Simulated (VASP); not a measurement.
Here is the system:

```
CELL_PARAMETERS angstrom
     -3.07319     3.07319     3.07319
      3.07319    -3.07319     3.07319
      3.07319     3.07319    -3.07319
ATOMIC_POSITIONS crystal
  Cs 0.00000 0.00000 0.00000
```

Computed with PBE GGA with spin-orbit coupling, VASP's PBE PAW potentials (set 64) (plane waves; VASP 6.6.1). Numerical set-up: 400 eV cut-off, 8×8×8 Γ-centred mesh, Gaussian smearing of 0.050 eV, potentials Cs_sv.

Question: Give the energies of bands 9 to 15 at the high-symmetry points, in eV from the Fermi level.

Answer: 
```csv
band,Γ,H,N,P
9,-1.69,0.64,0.02,0.89
10,-1.69,0.64,0.02,0.89
11,2.45,0.64,0.84,1.01
12,2.45,0.64,0.84,1.01
13,2.45,2.79,1.62,1.01
14,2.45,2.79,1.62,1.01
15,2.50,3.06,3.15,2.34
```

It has no gap at this level: it comes out as a metal or semimetal.

The compound is Cs in the bcc structure. It was relaxed first.
